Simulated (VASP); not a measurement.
An input for Ansatz (written as the equivalent of a VASP run, and not itself run):

Ansatz 0.2 input:
```yaml
crystal:
  lattice:
    - [0.0000000, 2.4264601, 2.4264601]
    - [2.4264601, 0.0000000, 2.4264601]
    - [2.4264601, 2.4264601, 0.0000000]
  atoms:
    - { symbol: Ga, position: [0.0000000, 0.0000000, 0.0000000] }
    - { symbol: P, position: [0.5000000, 0.5000000, 0.5000000] }
kpoints:
  mp_grid: { grid: [13, 13, 13] }
hamiltonian:
  xc: pbesol
  pseudopotentials: { kind: paw }
scf:
  occupations: { method: methfessel_paxton, width: 0.1 }
  max_iter: 100
relax:
  max_steps: 40
  f_tol: 0.02
  cell: { p_target: 20 }
output: { forces: true, stress: true, eigenvalues: true }
```

**Question.** Translate this input to VASP (INCAR, KPOINTS, POSCAR, choice of POTCAR).

**Answer.** Several could match; the one computed here: 
File POSCAR:
```
GaP
1.0
  0.0000000000   2.4264601335   2.4264601335
  2.4264601335   0.0000000000   2.4264601335
  2.4264601335   2.4264601335   0.0000000000
Ga P
1 1
Direct
  0.0000000000   0.0000000000   0.0000000000
  0.5000000000   0.5000000000   0.5000000000
```

INCAR:
```
SYSTEM  =  GaP
PREC  =  Accurate; ENCUT  =  500; LREAL  =  .FALSE.
LASPH  =  .TRUE.
EDIFF  =  1E-6; NELM  =  100; ALGO  =  Normal
LMAXMIX  =  4
ISMEAR  =  1; SIGMA  =  0.1
GGA  =  PS
IBRION  =  2; NSW  =  40; ISIF  =  3
EDIFFG  =  -0.02; PSTRESS  =  200
LWAVE  =  .FALSE.; LCHARG  =  .FALSE.
```

File KPOINTS:
```
Regular mesh
0
gamma
 13 13 13
```

POTCAR, in this order: Ga_d P (PBE.64 set). Program: vasp_std.

Limits of the translation: each code has its own PAW files, so the cut-off isn't converted (ENCUT is set for VASP's; basis.ecutwfc is left out, and Ansatz then takes the one that its files recommend); Ansatz stops its SCF on the density residual and VASP on the energy change (EDIFF).

The structure was generated: GaP was put into the rock salt type (Fm-3m), which need not be its known phase. This run relaxes it under an external pressure of 20 GPa. Symmetry was kept, so distortions that lower it aren't found.
